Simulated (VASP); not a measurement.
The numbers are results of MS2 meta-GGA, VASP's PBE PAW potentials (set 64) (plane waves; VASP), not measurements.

A VASP calculation is set up with these files.

### KPOINTS
```
kpoints
0
G
15 15 15
```

### INCAR
```
# general
SYSTEM  = Li
PREC    = Accurate
ENCUT   = 520
LREAL   = .FALSE.
LASPH   = .TRUE.

# electronic loop
EDIFF   = 1E-7
NELM    = 100   # most electronic steps
ALGO    = Normal   # blocked Davidson
LMIXTAU = .TRUE.

# smearing
ISMEAR  = 1   # Methfessel-Paxton
SIGMA   = 0.1   # width (eV)

# functional
METAGGA = MS2

# ions
ISIF    = 2   # forces and stress, cell fixed

# output
LWAVE   = .FALSE.
LCHARG  = .FALSE.
```

File POSCAR:
```
Li
1.0
 -1.7070592093   1.7070592093   1.7070592093
  1.7070592093  -1.7070592093   1.7070592093
  1.7070592093   1.7070592093  -1.7070592093
Li
1
Cartesian
  0.0000000000   0.0000000000   0.0000000000
```

POTCAR, in this order: Li_sv (PBE.64 set). Program: vasp_std.

Question: What will the output report for the number of irreducible k-points (NKPTS), largest plane-wave count, number of space-group operations, FFT grid (NGX, NGY, NGZ)?

Answer: 
```
Quantity                                      Result
--------------------------------------  ------------
number of irreducible k-points (NKPTS)           120
largest plane-wave count                         555
number of space-group operations                  48
FFT grid (NGX, NGY, NGZ)                24 × 24 × 24
```

The compound is Li in the bcc structure. It was relaxed first, which changed the volume by -6 %.
